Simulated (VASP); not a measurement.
# Li5Ru2 (P6/mmm) in VASP: single point with PBE

Aim: the single point of Li5Ru2 with PBE.

Program: VASP 6.6.1. These are calculated values, not measurements. Logs are shortened: lines on timing, memory, paths and dates and some standing lists are left out, and cuts for length are marked.

## 1. The cell of the first run

The structure is hexagonal, space group P6/mmm (No. 191). The conventional cell has a = 4.382 Å, b = 4.382 Å, c = 7.855 Å, α = 90.00°, β = 90.00°, γ = 120.00°. Li (site symmetry 3m) is surrounded by 1 Ru at 2.45 Å and 3 Li at 2.53 Å. Li (site symmetry 6/mmm) has 6 Ru at 2.53 Å as nearest neighbours. Ru (site symmetry -6m2) is surrounded by 5 Li at 2.45 to 2.53 Å and 3 Ru at 2.53 Å.

The cell was built by a generator and needn't be a form met in nature.

## 2. Single point, PBE (random cell by space group and Wyckoff sites (P6/mmm, No. 191))

Input file INCAR:

```
  PREC = Accurate
  ENCUT = 520
  EDIFF = 1E-7
  ISMEAR = 0
  SIGMA = 0.1
  LREAL = False
  LASPH = True
  NELM = 100
  ALGO = Fast
  ISIF = 2
  LWAVE = False
  LCHARG = False
  GGA = PE
  NBANDS = 30
```

Input file KPOINTS:

```
Automatic mesh
0
Gamma
  12 12 6
```

Input file POSCAR:

```
Li5Ru2
1.0
    4.3822883177      0.0000000000      0.0000000000
   -2.1911441588      3.7951730098      0.0000000000
    0.0000000000      0.0000000000      7.8545401991
Li Ru
5 2
Direct
    0.3333333333      0.6666666667      0.3121826181
    0.6666666667      0.3333333333      0.3121826181
    0.6666666667      0.3333333333      0.6878173819
    0.3333333333      0.6666666667      0.6878173819
    0.0000000000      0.0000000000      0.0000000000
    0.3333333333      0.6666666667      0.0000000000
    0.6666666667      0.3333333333      0.0000000000
```

Potentials or basis: VASP PAW PBE potentials, release 64 (Li_sv, Ru_pv).

Command:

```bash
$ cat potpaw_PBE.64/Li_sv/POTCAR potpaw_PBE.64/Ru_pv/POTCAR > POTCAR
$ mpirun -np 1 vasp_std > vasp.out
```

OUTCAR:

```text
PREC = Accurate
   ENCUT = 520
   EDIFF = 1E-7
   ISMEAR = 0
   LREAL = False
   LASPH = True
   NELM = 100
   ISIF = 2
   GGA = PE

 ion  position               nearest neighbor table
   1  0.333  0.667  0.312-   6 2.45   2 2.53   2 2.53   2 2.53
   2  0.667  0.333  0.312-   7 2.45   1 2.53   1 2.53   1 2.53
   3  0.667  0.333  0.688-   7 2.45   4 2.53   4 2.53   4 2.53
   4  0.333  0.667  0.688-   6 2.45   3 2.53   3 2.53   3 2.53
   5  0.000  0.000  0.000-   6 2.53   7 2.53   6 2.53   7 2.53   7 2.53   6 2.53
   6  0.333  0.667  0.000-   1 2.45   4 2.45   7 2.53   5 2.53   7 2.53   5 2.53   5 2.53   7 2.53

   7  0.667  0.333  0.000-   2 2.45   3 2.45   6 2.53   5 2.53   6 2.53   5 2.53   5 2.53   6 2.53

  LATTYP: Found a hexagonal cell.
 ALAT       =     4.3822883177
 C/A-ratio  =     1.7923376167

  Lattice vectors:

 A1 = (   4.3822883177,   0.0000000000,   0.0000000000)
 A2 = (  -2.1911441588,   3.7951730098,   0.0000000000)
 A3 = (   0.0000000000,   0.0000000000,   7.8545401991)

Analysis of symmetry for initial positions (statically):
=====================================================================
 Subroutine PRICEL returns:
 Original cell was already a primitive cell.

 Routine SETGRP: Setting up the symmetry group for a
 hexagonal supercell.

 Subroutine GETGRP returns: Found 24 space group operations
 (whereof 24 operations were pure point group operations)
 out of a pool of 24 trial point group operations.

The static configuration has the point symmetry D_6h.

Analysis of symmetry for dynamics (positions and initial velocities):
=====================================================================
 Subroutine PRICEL returns:
 Original cell was already a primitive cell.

 Routine SETGRP: Setting up the symmetry group for a
 hexagonal supercell.

 Subroutine GETGRP returns: Found 24 space group operations
 (whereof 24 operations were pure point group operations)
 out of a pool of 24 trial point group operations.

The dynamic configuration has the point symmetry D_6h.

 Subroutine INISYM returns: Found 24 space group operations
 (whereof 24 operations are pure point group operations),
 and found     1 'primitive' translations

----------------------------------------------------------------------------------------

                                     Primitive cell

  volume of cell :     130.6331

  direct lattice vectors                    reciprocal lattice vectors
     4.382288318  0.000000000  0.000000000     0.228191284  0.131746299  0.000000000
    -2.191144159  3.795173010  0.000000000     0.000000000  0.263492599  0.000000000
     0.000000000  0.000000000  7.854540199     0.000000000  0.000000000  0.127314900

  length of vectors
     4.382288318  4.382288318  7.854540199     0.263492599  0.263492599  0.127314900

  position of ions in fractional coordinates (direct lattice)
     0.333333333  0.666666667  0.312182618
     0.666666667  0.333333333  0.312182618
     0.666666667  0.333333333  0.687817382
     0.333333333  0.666666667  0.687817382
     0.000000000  0.000000000  0.000000000
     0.333333333  0.666666667  0.000000000
     0.666666667  0.333333333  0.000000000

  ion indices of the primitive-cell ions
   primitive index   ion index
                 1           1
                 2           2
                 3           3
                 4           4
                 5           5
                 6           6
                 7           7

----------------------------------------------------------------------------------------

 KPOINTS: Automatic mesh

Automatic generation of k-mesh.
 Grid dimensions read from file:
 generate k-points for:   12   12    6

 Generating k-lattice:

  Cartesian coordinates                     Fractional coordinates (reciprocal lattice)
     0.019015940  0.010978858  0.000000000     0.083333333 -0.000000000  0.000000000
     0.000000000  0.021957717  0.000000000     0.000000000  0.083333333  0.000000000
     0.000000000  0.000000000  0.021219150     0.000000000  0.000000000  0.166666667

  Length of vectors
     0.021957717  0.021957717  0.021219150

  Shift w.r.t. Gamma in fractional coordinates (k-lattice)
     0.000000000  0.000000000  0.000000000

 Subroutine IBZKPT returns following result:
 ===========================================

 Found     76 irreducible k-points:

 Following reciprocal coordinates:
            Coordinates               Weight
  0.000000  0.000000  0.000000      1.000000
  0.083333 -0.000000  0.000000      6.000000
  0.166667  0.000000  0.000000      6.000000
  0.250000  0.000000  0.000000      6.000000
  0.333333  0.000000  0.000000      6.000000
  0.416667  0.000000  0.000000      6.000000
[... 16 lines left out ...]
  0.250000  0.000000  0.166667     12.000000
  0.333333  0.000000  0.166667     12.000000
 [... further k-points ...]
   k-points           NKPTS =     76   k-points in BZ     NKDIM =     76   number of bands    NBANDS=     30
   number of dos      NEDOS =    301   number of ions     NIONS =      7
   total plane-waves  NPLWV =  77760
   dimension x,y,z NGX =    36 NGY =   36 NGZ =   60
   dimension x,y,z NGXF=    72 NGYF=   72 NGZF=  120
   ions per type =               5   2
   NGX,Y,Z   is equivalent  to a cutoff of  13.66, 13.66, 12.70 a.u.
   NGXF,Y,Z  is equivalent  to a cutoff of  27.31, 27.31, 25.40 a.u.
 SYSTEM =  unknown system
   PREC   = accura    normal or accurate (medium, high low for compatibility)
   ISTART =      0    job   : 0-new  1-cont  2-samecut
   ICHARG =      2    charge: 1-file 2-atom 10-const
   ISPIN  =      1    spin polarized calculation?
   LNONCOLLINEAR =      F non collinear calculations
   LSORBIT =      F    spin-orbit coupling
   LASPH  =      T    aspherical Exc in radial PAW
   ENCUT  =  520.0 eV  38.22 Ry    6.18 a.u.   8.15  8.15 14.60*2*pi/ulx,y,z
   NELM   =    100;   NELMIN=  2; NELMDL= -5     # of ELM steps
   EDIFF  = 0.1E-06   stopping-criterion for ELM
   LREAL  =      F    real-space projection
   EDIFFG = 0.1E-05   stopping-criterion for IOM
   NSW    =      0    number of steps for IOM
   IBRION =     -1    ionic relax: 0-MD 1-quasi-New 2-CG
   NFREE  =      0    steps in history (QN), initial steepest desc. (CG)
   ISIF   =      2    stress and relaxation
   ISYM   =      2    0-nonsym 1-usesym 2-fastsym
   POTIM  = 0.5000    time-step for ionic-motion
   TEBEG  =    0.0;   TEEND  =   0.0 temperature during run
   PSTRESS=    0.0 pullay stress
   NELECT =      43.0000    total number of electrons
   NUPDOWN=      -1.0000    fix difference up-down
   EMIN   =  10.00;   EMAX   =-10.00  energy-range for DOS
   EFERMI =   0.00;   METHOD = LEGACY
   ISMEAR =     0;   SIGMA  =   0.10  broadening in eV -4-tet -1-fermi 0-gaus
   EFERMI_NEDOS =   21; number of points for ismear=-14 and -15
   IALGO  =     68    algorithm
   IMIX   =      4    mixing-type and parameters
     AMIX     =   0.40;   BMIX     =  1.00
     AMIX_MAG =   1.60;   BMIX_MAG =  1.00
  volume/ion in A,a.u.               =      18.66       125.94
  Fermi-wavevector in a.u.,A,eV,Ry     =   1.130351  2.136053 17.384066  1.277693
  Thomas-Fermi vector in A             =   2.267047
   LORBIT       =      0    0 simple, 1 ext, 2 COOP (PROOUT), +10 PAW based schemes
   GGA     = PE    functional components
   LHFCALC =     F    Hartree Fock is set to
   AEXX    =    0.0000 exact exchange contribution
   IVDW    =     0    specifies the selected vdW correction
   LEPSILON=     F    determine dielectric tensor
   LRPA    =     F    only Hartree local field effects (RPA)
 non-spin polarized calculation
 RMM-DIIS sequential band-by-band and
 Gauss-broadening in eV      SIGMA  =   0.10
  energy-cutoff  :      520.00
  volume of cell :      130.63
 maximum number of plane-waves:      3536
 NGX is ok and might be reduce to    36
   NGX = 17   NGY = 17   NGZ = 29

 number of electron      43.0000002 magnetization

 Free energy of the ion-electron system (eV)
  ---------------------------------------------------
  ext. energy  EPLUGINS =         0.00000000
  ---------------------------------------------------
  free energy    TOTEN  =       -25.15026270 eV

  energy without entropy =      -25.13052667  energy(sigma->0) =      -25.14039468

 E-fermi :   2.6448     XC(G=0):  -8.4305

 val. band max:        2.6446508777   @ k =   0.4167   0.0833   0.0000
 cond. band min:       2.6728408765   @ k =   0.2500   0.2500   0.0000
 fundamental gap:      0.0281899988
 Fermi energy:         2.6448188297

 k-point     1 :       0.0000    0.0000    0.0000
  band No.  band energies     occupation
      1     -43.9961      2.00000
      2     -43.9929      2.00000
      3     -43.9314      2.00000
      4     -43.9289      2.00000
      5     -42.0680      2.00000
      6     -40.0179      2.00000
[... 22 lines left out ...]
     29       8.6991      0.00000
     30       8.9205      0.00000

 k-point     2 :       0.0833   -0.0000    0.0000
  band No.  band energies     occupation
      1     -43.9951      2.00000
      2     -43.9920      2.00000
      3     -43.9324      2.00000
      4     -43.9298      2.00000
      5     -42.0685      2.00000
      6     -40.0216      2.00000
[... 22 lines left out ...]
     29       8.5078      0.00000
     30       8.6462      0.00000

 k-point     3 :       0.1667    0.0000    0.0000
  band No.  band energies     occupation
      1     -43.9923      2.00000
      2     -43.9891      2.00000
      3     -43.9353      2.00000
      4     -43.9326      2.00000
      5     -42.0701      2.00000
      6     -40.0316      2.00000
[... 22 lines left out ...]
     29       8.1438      0.00000
     30       8.2009      0.00000

 k-point     4 :       0.2500    0.0000    0.0000
  band No.  band energies     occupation
      1     -43.9879      2.00000
      2     -43.9848      2.00000
      3     -43.9397      2.00000
      4     -43.9370      2.00000
      5     -42.0724      2.00000
      6     -40.0446      2.00000
[... 22 lines left out ...]
     29       7.7932      0.00000
     30       8.3858      0.00000

 k-point     5 :       0.3333    0.0000    0.0000
  band No.  band energies     occupation
      1     -43.9824      2.00000
      2     -43.9794      2.00000
      3     -43.9451      2.00000
      4     -43.9424      2.00000
      5     -42.0749      2.00000
      6     -40.0572      2.00000
[... 22 lines left out ...]
     29       7.5187      0.00000
     30       7.6606      0.00000
[... 526 lines left out ...]
     29       8.1856      0.00000
     30       8.7982      0.00000

 k-point    22 :       0.1667    0.0000    0.1667
  band No.  band energies     occupation
      1     -43.9929      2.00000
      2     -43.9885      2.00000
      3     -43.9358      2.00000
      4     -43.9321      2.00000
      5     -42.0701      2.00000
      6     -40.0316      2.00000
[... 22 lines left out ...]
     29       7.7581      0.00000
     30       8.5539      0.00000

 k-point    23 :       0.2500    0.0000    0.1667
  band No.  band energies     occupation
      1     -43.9884      2.00000
      2     -43.9842      2.00000
      3     -43.9402      2.00000
      4     -43.9365      2.00000
      5     -42.0724      2.00000
      6     -40.0446      2.00000
[... 22 lines left out ...]
     29       7.3006      0.00000
     30       7.7408      0.00000

 k-point    24 :       0.3333    0.0000    0.1667
  band No.  band energies     occupation
      1     -43.9830      2.00000
      2     -43.9788      2.00000
      3     -43.9457      2.00000
      4     -43.9419      2.00000
      5     -42.0749      2.00000
      6     -40.0572      2.00000
[... 22 lines left out ...]
     29       6.8746      0.00000
     30       8.1441      0.00000

 [... further k-points ...]

------------------------ aborting loop because EDIFF is reached ----------------------------------------

  FORCE on cell =-STRESS in cart. coord.  units (eV):
  Direction    XX          YY          ZZ          XY          YZ          ZX
  --------------------------------------------------------------------------------------
  -------------------------------------------------------------------------------------
  Total       -0.0327227     -0.0327227     -0.0802078     -0.0000000      0.0000000     -0.0000000
  in kB       -0.4013350     -0.4013350     -0.9837254     -0.0000000      0.0000000     -0.0000000
  external PRESSURE =      -0.5954651 kB  Pullay stress =       0.0000000 kB

 VOLUME and BASIS-vectors are now :
 -----------------------------------------------------------------------------
  energy-cutoff  :      520.00
  volume of cell :      130.63
      direct lattice vectors                 reciprocal lattice vectors
     4.382288318  0.000000000  0.000000000     0.228191284  0.131746299  0.000000000
    -2.191144159  3.795173010  0.000000000     0.000000000  0.263492599  0.000000000
     0.000000000  0.000000000  7.854540199     0.000000000  0.000000000  0.127314900

 POSITION                                       TOTAL-FORCE (eV/Angst)
 -----------------------------------------------------------------------------------
     -0.00000      2.53012      2.45205         0.000000     -0.000000      0.000225
      2.19114      1.26506      2.45205        -0.000000      0.000000      0.000225
      2.19114      1.26506      5.40249         0.000000      0.000000     -0.000225
     -0.00000      2.53012      5.40249         0.000000     -0.000000     -0.000225
      0.00000      0.00000      0.00000         0.000000      0.000000     -0.000000
     -0.00000      2.53012      0.00000         0.000000      0.000000     -0.000000
      2.19114      1.26506      0.00000        -0.000000     -0.000000     -0.000000
 -----------------------------------------------------------------------------------
    total drift:                                0.000000      0.000000      0.000000

  FREE ENERGIE OF THE ION-ELECTRON SYSTEM (eV)
  ---------------------------------------------------
  free  energy   TOTEN  =       -25.1502626956 eV

  energy  without entropy=      -25.1305266689  energy(sigma->0) =      -25.14039468
```

Wall time 11 min (1 thread of AMD EPYC 9R45 (Zen 5), shared host); peak memory 0.39 GiB.

What came out:

```yaml
Free_energy: -25.1503 eV
Band_gap_on_the_k_mesh: none (metal or under the smearing width)
```

Caveat: the cutoff is under 1.25 times the usual one of these potentials, so pressure, stress and relaxed cells hold a basis-set (Pulay) error.
